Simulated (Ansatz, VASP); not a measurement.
**SiW in two plane-wave programs**

Aim: how closely do two programs agree when they are given the same cell, functional and k mesh? The cell is generated by rule, not measured, and may not be a known phase. The cell is taken from a series of VASP runs on this material, whose earlier steps may have relaxed, scaled or displaced it; both programs get it as it stands.

Calculated with Ansatz 0.2.0; plane waves, with VASP 6.6.1 beside it; band structure at PBE and band structure at PBE, spin-orbit coupling.

The structure was built from a prototype and need not be the compound's stable phase.

## (1) Set-up

Symmetry: Fm-3m, No. 225, cubic system. Conventional cell: a = 5.520 Å, b = 5.520 Å, c = 5.520 Å, α = 90.00°, β = 90.00°, γ = 90.00°. W has 6 Si at 2.76 Å nearest. Si has 6 W at 2.76 Å nearest. Farther neighbours are not listed.

Coordinates:

```cif
data_structure
_symmetry_space_group_name_H-M 'P 1'
_symmetry_Int_Tables_number 1
_cell_length_a 3.9032
_cell_length_b 3.9032
_cell_length_c 3.9032
_cell_angle_alpha 60.000
_cell_angle_beta 60.000
_cell_angle_gamma 60.000
_cell_volume 42.05
loop_
_atom_site_label
_atom_site_type_symbol
_atom_site_fract_x
_atom_site_fract_y
_atom_site_fract_z
_atom_site_occupancy
W1 W 0.00000 0.00000 0.00000 1
Si2 Si 0.50000 0.50000 0.50000 1
```

## (2) VASP: band structure, PBE

With cell and atoms fixed, the geometry can't cause a difference; cores, projectors, grids and the points listed under the comparison can.

Lines of VASP's logs that name or quote its potential files are left out, and so is its time.

INCAR reads:

```
SYSTEM = SiW
PREC = Accurate
ENCUT = 400
EDIFF = 1E-06
NELM = 100
ISMEAR = 0
SIGMA = 0.02
LREAL = .FALSE.
ALGO = Normal
GGA = PE
NBANDS = 17
LASPH = .TRUE.
LORBIT = 11
LWAVE = .FALSE.
LCHARG = .FALSE.
KPAR = 4
ISIF = 2
```

POSCAR reads:

```
SiW
1.0
    0.0000000000      2.7600000000      2.7600000000
    2.7600000000      0.0000000000      2.7600000000
    2.7600000000      2.7600000000      0.0000000000
W Si
1 1
Direct
    0.0000000000      0.0000000000      0.0000000000
    0.5000000000      0.5000000000      0.5000000000
```

KPOINTS reads:

```
Automatic mesh
0
Gamma
12 12 12
0 0 0
```

KPOINTS_OPT reads:

```
Line mode
24
Line-mode
Reciprocal
  0.00000000   0.00000000   0.00000000 GAMMA
  0.50000000   0.00000000   0.50000000 X

  0.50000000   0.00000000   0.50000000 X
  0.50000000   0.25000000   0.75000000 W

  0.50000000   0.25000000   0.75000000 W
  0.37500000   0.37500000   0.75000000 K

  0.37500000   0.37500000   0.75000000 K
  0.00000000   0.00000000   0.00000000 GAMMA

  0.00000000   0.00000000   0.00000000 GAMMA
  0.50000000   0.50000000   0.50000000 L

  0.50000000   0.50000000   0.50000000 L
  0.62500000   0.25000000   0.62500000 U

  0.62500000   0.25000000   0.62500000 U
  0.50000000   0.25000000   0.75000000 W

  0.50000000   0.25000000   0.75000000 W
  0.50000000   0.50000000   0.50000000 L

  0.50000000   0.50000000   0.50000000 L
  0.37500000   0.37500000   0.75000000 K

  0.62500000   0.25000000   0.62500000 U
  0.50000000   0.00000000   0.50000000 X
```

The projector-augmented-wave data sets are W and Si (PBE family, release 64).

Run with:

```sh
> mpirun -np 4 vasp_std
```

Numbers of over 12 decimals in the logs are rounded to 6 here.

The log of the run:

```text
[banner, memory and clock lines left out]
running    4 mpi-ranks, on    1 nodes
 distrk:  each k-point on    1 cores,    4 groups
 distr:  one band on    1 cores,    1 groups

 POSCAR found type information on POSCAR W Si
 POSCAR found :  2 types and       2 ions
 LDA part: xc-table for (Slater+PW92), standard interpolation
 POSCAR, INCAR and KPOINTS ok, starting setup
 FFT: planning ... GRIDC
 FFT: planning ... GRID_SOFT
 FFT: planning ... GRID
 WAVECAR not read
 entering main loop
       N       E                     dE             d eps       ncg     rms          rms(c)
DAV:   1     0.756923707539E+01    0.75692E+01   -0.33442E+03  2464   0.388E+02
DAV:   2    -0.167881371339E+02   -0.24357E+02   -0.22405E+02  3183   0.929E+01
DAV:   3    -0.176389711299E+02   -0.85083E+00   -0.83802E+00  3036   0.135E+01
DAV:   4    -0.176433906774E+02   -0.44195E-02   -0.44185E-02  3024   0.122E+00
DAV:   5    -0.176434218836E+02   -0.31206E-04   -0.31205E-04  3037   0.101E-01    0.127E+01
DAV:   6    -0.160665448876E+02    0.15769E+01   -0.50982E+00  3150   0.868E+00    0.238E+00
DAV:   7    -0.160325650025E+02    0.33980E-01   -0.27369E-01  2647   0.259E+00    0.238E+00
DAV:   8    -0.160184100672E+02    0.14155E-01   -0.38469E-02  2935   0.898E-01    0.652E-01
DAV:   9    -0.160173721898E+02    0.10379E-02   -0.27238E-03  2783   0.239E-01    0.213E-01
DAV:  10    -0.160174432214E+02   -0.71032E-04   -0.17083E-04  3098   0.559E-02    0.646E-02
DAV:  11    -0.160174287388E+02    0.14483E-04   -0.25512E-05  3039   0.233E-02    0.101E-02
DAV:  12    -0.160174269387E+02    0.18001E-05   -0.12194E-06  2376   0.465E-03    0.184E-03
DAV:  13    -0.160174268756E+02    0.63083E-07   -0.64563E-08  1392   0.136E-03
   1 F= -.16017427E+02 E0= -.16017021E+02  d E =-.811236E-03
 Start KPOINTS_OPT (optional k-point list driver)
k-point batch [1-72\240]
       N       E                     dE             ncg
DAV:   1     0.326905666779E+04   -0.16642E+05     2448
DAV:   2     0.153908715004E+04   -0.17300E+04     3222
DAV:   3     0.148049266456E+04   -0.58594E+02     3113
DAV:   4     0.148017227081E+04   -0.32039E+00     3124
DAV:   5     0.148016987740E+04   -0.23934E-02     2972
DAV:   6     0.148016985333E+04   -0.24070E-04     3178
DAV:   7     0.148016985308E+04   -0.25086E-06     2494
[...]
k-point batch [217-240\240]
       N       E                     dE             ncg
DAV:   1     0.155462633903E+05   -0.69348E+04      816
DAV:   2     0.149703989679E+05   -0.57586E+03     1098
DAV:   3     0.149525247317E+05   -0.17874E+02     1009
DAV:   4     0.149524236175E+05   -0.10111E+00     1093
DAV:   5     0.149524228251E+05   -0.79240E-03     1006
DAV:   6     0.149524228168E+05   -0.83036E-05     1101
DAV:   7     0.149524228167E+05   -0.88388E-07      827
```

From OUTCAR (step 2):

```text
ion  position               nearest neighbor table
   1  0.000  0.000  0.000-   2 2.76   2 2.76   2 2.76   2 2.76   2 2.76   2 2.76
   2  0.500  0.500  0.500-   1 2.76   1 2.76   1 2.76   1 2.76   1 2.76   1 2.76

  LATTYP: Found a face centered cubic cell.
 ALAT       =     5.5200000000

 Subroutine GETGRP returns: Found 48 space group operations
 (whereof 48 operations were pure point group operations)

The static configuration has the point symmetry O_h .

 Found     72 irreducible k-points:

   k-points           NKPTS =     72   k-points in BZ     NKDIM =     72   number of bands    NBANDS=     17

   dimension x,y,z NGX =    28 NGY =   28 NGZ =   28
   dimension x,y,z NGXF=    56 NGYF=   56 NGZF=   56

   ENCUT  =  400.0 eV  29.40 Ry    5.42 a.u.   6.37  6.37  6.37*2*pi/ulx,y,z

   NELECT =      10.0000    total number of electrons

 k-points in reciprocal lattice and weights: Automatic mesh
   0.00000000  0.00000000  0.00000000       0.001
   0.08333333  0.00000000  0.00000000       0.005
   0.16666667  0.00000000  0.00000000       0.005
   0.25000000  0.00000000  0.00000000       0.005
   0.33333333  0.00000000  0.00000000       0.005
   0.41666667  0.00000000  0.00000000       0.005
   0.50000000  0.00000000  0.00000000       0.002
   0.08333333  0.08333333  0.00000000       0.003
   0.16666667  0.08333333  0.00000000       0.014
[...]
-0.33333333  0.50000000  0.16666667       0.007
  -0.25000000  0.50000000  0.25000000       0.003

 average (electrostatic) potential at core
       1 -41.2043       2 -84.1478

 E-fermi :   5.2836

 k-point     1 :       0.0000    0.0000    0.0000
  band No.  band energies     occupation
    ...
      2       4.0675      2.00000
      3       4.0675      2.00000
      4       4.0675      2.00000
      5       4.3355      2.00000
      6       4.3355      2.00000
      7       7.2233      0.00000
      8       7.2233      0.00000
      9       7.2233      0.00000
     10      11.1882      0.00000
     11      14.0237      0.00000
    ...

 k-point     2 :       0.0833    0.0000    0.0000
  band No.  band energies     occupation
    ...
      2       3.8838      2.00000
      3       4.0132      2.00000
      4       4.0132      2.00000
      5       4.2430      2.00000
      6       4.2430      2.00000
      7       6.8963      0.00000
      8       7.5649      0.00000
      9       7.5649      0.00000
     10      11.6924      0.00000
     11      14.0600      0.00000
    ...

 k-point     3 :       0.1667    0.0000    0.0000
  band No.  band energies     occupation
    ...
      2       3.3069      2.00000
      3       3.5826      2.00000
      4       3.5826      2.00000
      5       4.4361      2.00000
      6       4.4361      2.00000
      7       6.3709      0.00000
      8       8.3647      0.00000
      9       8.3647      0.00000
     10      12.5429      0.00000
     11      13.8219      0.00000
    ...

  Total       -7.7315783     -7.7315783     -7.7315783      0.0000000      0.0000000     -0.0000000
  in kB     -294.5923737   -294.5923737   -294.5923737      0.0000000      0.0000000     -0.0000000
  external PRESSURE =    -294.5923737 kB  Pullay stress =       0.0000000 kB

  energy-cutoff  :      400.00
  volume of cell :       42.05
      direct lattice vectors                 reciprocal lattice vectors
     0.000000000  2.760000000  2.760000000    -0.181159420  0.181159420  0.181159420
     2.760000000  0.000000000  2.760000000     0.181159420 -0.181159420  0.181159420
     2.760000000  2.760000000  0.000000000     0.181159420  0.181159420 -0.181159420

 POSITION                                       TOTAL-FORCE (eV/Angst)
 -----------------------------------------------------------------------------------
      0.00000      0.00000      0.00000         0.000000      0.000000      0.000000
      2.76000      2.76000      2.76000         0.000000      0.000000     -0.000000
 -----------------------------------------------------------------------------------
    total drift:                                0.000000      0.000000      0.000000

  FREE ENERGIE OF THE ION-ELECTRON SYSTEM (eV)
  ---------------------------------------------------
  free  energy   TOTEN  =       -16.0174268756 eV

  energy  without entropy=      -16.0166156394  energy(sigma->0) =      -16.01702126

 total charge
# of ion       s       p       d       tot
------------------------------------------
    1        0.485   0.329   3.824   4.638
    2        0.752   0.808   0.000   1.560
--------------------------------------------------
tot          1.237   1.138   3.824   6.199

[... 3 further parts left out ...]
```

The data set W keeps the semicore shell frozen, which is cheaper and a little less accurate.

## (3) Ansatz: band structure, PBE

Ansatz runs on its default PAW (the set named soft_2) files.

The same cell, functional, mesh and smearing now go to Ansatz, which takes its cutoff from its data sets.

input.yaml reads:

```yaml
crystal:
  lattice:
    - [0.0, 2.76, 2.76]
    - [2.76, 0.0, 2.76]
    - [2.76, 2.76, 0.0]
  atoms:
    - { symbol: W, position: [0.0, 0.0, 0.0] }
    - { symbol: Si, position: [0.5, 0.5, 0.5] }
hamiltonian:
  xc: pbe
  pseudopotentials: { kind: paw }
kpoints:
  mp_grid: { grid: [12, 12, 12] }
  band_path:
    path:
      - [0.0, 0.0, 0.0]
      - [0.17391, 0.0, 0.17391]
      - [0.34783, 0.0, 0.34783]
      - [0.5, 0.0, 0.5]
      - [0.5, 0.08696, 0.58696]
      - [0.5, 0.18478, 0.68478]
      - [0.49457, 0.25543, 0.75]
      - [0.45109, 0.29891, 0.75]
      - [0.40761, 0.34239, 0.75]
      - [0.34239, 0.34239, 0.68478]
      - [0.21196, 0.21196, 0.42391]
      - [0.08152, 0.08152, 0.16304]
      - [0.04348, 0.04348, 0.04348]
      - [0.23913, 0.23913, 0.23913]
      - [0.41304, 0.41304, 0.41304]
      - [0.5163, 0.46739, 0.5163]
      - [0.55978, 0.38043, 0.55978]
      - [0.6087, 0.28261, 0.6087]
      - [0.60326, 0.25, 0.64674]
      - [0.55978, 0.25, 0.69022]
      - [0.5163, 0.25, 0.7337]
      - [0.5, 0.30435, 0.69565]
      - [0.5, 0.3913, 0.6087]
      - [0.5, 0.47826, 0.52174]
      - [0.47283, 0.47283, 0.55435]
      - [0.42391, 0.42391, 0.65217]
      - [0.38043, 0.38043, 0.73913]
      - [0.59239, 0.18478, 0.59239]
      - [0.54891, 0.09783, 0.54891]
      - [0.5, 0.0, 0.5]
    npoints: 1
scf:
  occupations: { method: gaussian, width: 0.02 }
  n_extra_bands: 7
output:
  forces: true
  stress: true
  eigenvalues: true
```

Run with:

```sh
> ansatz run input.yaml --threads 2 --pin off --max-ram 4608MiB --backend cpu --events-out ev --progress --plain --runs-dir out
```

The log of the run:

```text
scf.n_extra_bands = 7 over 9 filled bands (N_el = 18.0): the run solves 16 bands
Engine: ansatz 0.2.0, aarch64-unknown-linux-gnu
Pseudopotentials: kind: paw
Pseudopotential: W, paw, valence charge 14, recommended cutoff 420 eV (normal), W.paw.azcp
Pseudopotential: Si, paw, valence charge 4, recommended cutoff 420 eV (normal), Si.paw.azcp
Functional definition: PBE
  parameter kappa = 0.804
  parameter beta = 0.066725
  exchange = pbe_x(kappa = kappa, mu = beta*pi^2/3)
  correlation = pbe_c(beta = beta)
Crystal: 2 atoms, lattice volume = 42.049 Å³
Basis set: ecut = 420 eV, 869 PW (Γ), exchange–correlation on 54×54×54 points (8 copies of the dense FFT grid, shifted against one another)
Bands: 16, of which v1, the nominal top of the filled ones, is band 9 counted from 1 (8 counted from 0)
Symmetry: 48 space group operations
Space group: Fm-3m (ITA 225), of the structure as read, at distance tolerance 3.5e-5 Å
k-points: 72 of 1728
Non-local potential: W, projectors of the file, l = 0: 3, l = 1: 2, l = 2: 2, l = 3: 1
Non-local potential: Si, projectors of the file, l = 0: 2, l = 1: 2, l = 2: 2
PAW form: soft (Blöchl's): semilocal exchange-correlation on the pseudo side does not see the compensation charge
PAW one-centre angular grid: W, 590 points (default); XC on 64 Gauss nodes
PAW one-centre angular grid: Si, 110 points (default); XC on 64 Gauss nodes
Initial density: superposition of atomic densities (neutral atoms: chi_scale 0, normalization atom), corrected by the library's trained network
Initial wavefunctions: pseudopotential atomic-orbital guess
Functional: x = pbe(κ = 0.804, μ = 0.219515), c = pbe(β = 0.066725)
SCF iter   1: F=—  HF=-11018.271950 eV  |F-HF|=—  |Δ(HF+E_count)|=         —  Δρ=3.27e-3  dr2=3.58e-3  ethr=1.77e-3  ⟨swp⟩=5.8  Hψ=6623  notcnv=0
preconditioner: auto → Kerker (q_TF=auto, 2.369 Å⁻¹)  [metal: Δε(μ)=0.014 eV  Ē_g=7.890 eV  σ=0.020 eV  W_gap=0.38  n_scr=14 (ndim 8)  ℏωp=18.1 eV  f_vac=0.000  D(μ)=3.84/eV (n_scr^D=58)]
SCF iter   2: F=—  HF=-11018.272595 eV  |F-HF|=—  |Δ(HF+E_count)|=   6.46e-4  Δρ=1.92e-3  dr2=1.46e-3  ethr=1.99e-5  ⟨swp⟩=2.0  Hψ=2002  notcnv=0  defer=117
SCF iter   3: F=—  HF=-11018.272818 eV  |F-HF|=—  |Δ(HF+E_count)|=   2.22e-4  Δρ=1.66e-4  dr2=5.30e-6  ethr=8.11e-6  ⟨swp⟩=2.0  Hψ=1598  notcnv=0  defer=117
SCF iter   4: F=—  HF=-11018.272827 eV  |F-HF|=—  |Δ(HF+E_count)|=   9.24e-6  Δρ=4.16e-5  dr2=8.15e-7  ethr=2.95e-8  ⟨swp⟩=2.6  Hψ=1604  notcnv=0  defer=117
iter 5 did not close the SCF: its close was put off for the readings that it lacked (scf_convergence_deferred on its scf_iter line)
SCF iter   5: F=-11018.272827 eV  HF=-11018.272827 eV  |F-HF|=1.06e-9  |Δ(HF+E_count)|=   5.78e-8  Δρ=1.07e-5  dr2=5.40e-8  ethr=4.53e-9  ⟨swp⟩=1.4  Hψ=1107  notcnv=0  defer=117
SCF iter   6: F=-11018.272827 eV  HF=-11018.272827 eV  |F-HF|=8.77e-10  |Δ(HF+E_count)|=   1.21e-8  Δρ=2.40e-6  dr2=2.26e-9  ethr=3.00e-10  ⟨swp⟩=6.0  Hψ=4822  notcnv=0
SCF 1 converged in 6 iterations: F = -11018.272827 eV  dr2 = 2.26e-9
  greatest PAW one-centre occupation: 1.000 electrons in one spin orbital (limit 2), on the W atom at site 0 (counted from 0), in its partial waves of l = 0
NSCF: frozen V_eff on 30 k-points
SCF converged after 6 iterations
Free energy (F): -11018.272827 eV
Harris-Foulkes:  -11018.272827 eV  (|F-HF|=8.77e-10)
Internal energy: -11018.272046 eV  (E = F + TS)
E sigma→0 (E₀):  -11018.272436 eV
Entropy (-TS):   -0.000781 eV (-0.391 meV/atom)
Fermi energy:    11.120521 eV
--- Per-component energies (eV) ---
  E_band       = -216.653692
  E_kinetic    = 478.483047
  E_local      = -1094.031551  (includes V_loc(G=0)·N_el)
  E_nonlocal   = 26.710721
  E_hartree    = 388.567234
  E_xc         = -316.158069
  E_vxc        = -277.710502  (∫ρ·V_xc dr)
  E_paw        = -9074.868721  (= ΣΔE_a)
  E_vpaw       = -127.240205  (= ΣTr[D̂ρ^β])
  E_aug_tail   = -0.000044  (compensation charges beyond the density's cutoff)
  E_ewald      = -1426.974663
  E_smearing   = -0.000781  (= −TS)
  E_closure    = -0.000000  (closes the sum)
  Σ components = -11018.272827   (vs F -11018.272827, Δ=0.00e0)
--- Forces (eV/Å), atoms counted from 1 ---
  atom   1  W     -0.00000000     0.00000000     0.00000000
  atom   2  Si     0.00000000    -0.00000000     0.00000000
  max |Σ_I F_I| component: 8.71e-31 eV/Å
--- Stress (GPa, compression-positive) ---
      -28.892539      -0.000000       0.000000
       -0.000000     -28.892539      -0.000000
        0.000000      -0.000000     -28.892539
  P = ⅓ Tr σ = -28.8925 GPa (-288.925 kbar)
--- Band table (eV; the first three rows and the last of 72) ---
  k-point 0: bands = [... 5 lower, 9.8977, 9.8977, 9.8977, 10.1737, 10.1737, 13.0076, 13.0076, 13.0076, ... 3 higher]
  k-point 1: bands = [... 5 lower, 9.7100, 9.8431, 9.8431, 10.0774, 10.0774, 12.6889, 13.3549, 13.3549, ... 3 higher]
  k-point 2: bands = [... 5 lower, 9.1238, 9.4082, 9.4082, 10.2708, 10.2708, 12.1792, 14.1641, 14.1641, ... 3 higher]
  k-point 71: bands = [... 5 lower, 7.8371, 7.9280, 7.9280, 11.2748, 11.9160, 11.9160, 12.0414, 13.2477, ... 3 higher]
```

Wall time 3.2 s (2 threads of Arm Neoverse N1, shared host); peak memory 0.33 GiB.

Reading the cycles: dr2 is the Hartree energy of the density residual (eV), the measure of convergence; HF is the Harris–Foulkes estimate of the energy, which meets the free energy F at convergence.

## (4) Differences

Known differences besides the potentials themselves: the data sets hold 18 valence electrons in Ansatz (default PAW (the set named soft_2) files) and 10 in VASP; the cutoff is 420 eV in Ansatz and 400 eV in VASP. Total energies have different zeros and are not compared.

Compared:

```csv
quantity,Ansatz,VASP,difference
pressure (GPa),-28.89,-29.46,+0.57
```

Levels from 3 eV below to 2 eV above the Fermi level differ by 18 meV r.m.s. and 53 meV at most; each VASP level is matched to the nearest of Ansatz, which flatters the figure a little.

## (5) Ansatz: band structure, PBE, spin-orbit coupling

With cell and atoms fixed, the geometry can't cause a difference; cores, projectors, grids and the points listed under the comparison can.

The cell is taken from a series of VASP runs on this material, whose earlier steps may have relaxed, scaled or displaced it; both programs get it as it stands.

input.yaml reads:

```yaml
crystal:
  lattice:
    - [0.0, 2.76, 2.76]
    - [2.76, 0.0, 2.76]
    - [2.76, 2.76, 0.0]
  atoms:
    - { symbol: W, position: [0.0, 0.0, 0.0] }
    - { symbol: Si, position: [0.5, 0.5, 0.5] }
hamiltonian:
  xc: pbe
  pseudopotentials: { kind: paw_fr }
magnetization:
  noncollinear: true
  spin_orbit: true
kpoints:
  mp_grid: { grid: [8, 8, 8] }
  band_path:
    path:
      - [0.0, 0.0, 0.0]
      - [0.16667, 0.0, 0.16667]
      - [0.33333, 0.0, 0.33333]
      - [0.5, 0.0, 0.5]
      - [0.5, 0.08333, 0.58333]
      - [0.5, 0.18333, 0.68333]
      - [0.5, 0.25, 0.75]
      - [0.45, 0.3, 0.75]
      - [0.40833, 0.34167, 0.75]
      - [0.35, 0.35, 0.7]
      - [0.225, 0.225, 0.45]
      - [0.075, 0.075, 0.15]
      - [0.03333, 0.03333, 0.03333]
      - [0.23333, 0.23333, 0.23333]
      - [0.4, 0.4, 0.4]
      - [0.51667, 0.46667, 0.51667]
      - [0.55833, 0.38333, 0.55833]
      - [0.60833, 0.28333, 0.60833]
      - [0.60833, 0.25, 0.64167]
      - [0.55833, 0.25, 0.69167]
      - [0.51667, 0.25, 0.73333]
      - [0.5, 0.3, 0.7]
      - [0.5, 0.38333, 0.61667]
      - [0.5, 0.48333, 0.51667]
      - [0.475, 0.475, 0.55]
      - [0.425, 0.425, 0.65]
      - [0.38333, 0.38333, 0.73333]
      - [0.59167, 0.18333, 0.59167]
      - [0.55, 0.1, 0.55]
      - [0.5, 0.0, 0.5]
    npoints: 1
scf:
  occupations: { method: gaussian, width: 0.02 }
  n_extra_bands: 14
output:
  forces: true
  stress: true
  eigenvalues: true
  write_density: true
  write_potential: true
  elf: true
  volumetric_format: npy
```

The log of the run:

```text
[...]
non-collinear run that drives no moment, with spin-orbit: no starting moment large enough to seed its density (crystal.atoms[].spin), no starting occupations that ask for one, no magnetisation constraint and no magnetic field, so the semilocal B_xc is pinned to zero
Crystal: 2 atoms, lattice volume = 42.049 Å³
[...]
k-point 1: bands = [... 14 lower, 9.8252, 9.8252, 10.1751, 10.1751, 10.3147, 10.3147, 12.4196, 12.4196, ... 10 higher]
  k-point 2: bands = [... 14 lower, 9.0367, 9.0367, 10.5834, 10.5834, 10.7114, 10.7114, 11.9382, 11.9382, ... 10 higher]
  k-point 28: bands = [... 14 lower, 8.0385, 8.0385, 11.2086, 11.2086, 11.7477, 11.7477, 11.9753, 11.9753, ... 10 higher]
[key lines of the parts left out:]
SCF converged after 8 iterations
Magnetization: |M| = 0.0000 μB,  M = (+0.0000, +0.0000, +0.0000) μB
Free energy (F): -11042.872442 eV
Fermi energy:    11.163122 eV
P = ⅓ Tr σ = -28.1209 GPa (-281.209 kbar)
```

Run time: 12 s. Hardware: 2 threads; peak memory 0.43 GiB; 24 s of CPU time.

(Continued in part 2 of 2.)

[Lines on the potential files, build, host, timing and source positions are cut from VASP's logs without a mark.]

[Logs are printed without paths, hosts, clocks, repeated set-up lines and the standing remarks that a program may print on its own settings, such as how far it seeks lower states.]

[Hosts, paths, dates, database ids (printed as entryN), source tags and the programs' standing remarks are cut or masked in the printed files.]
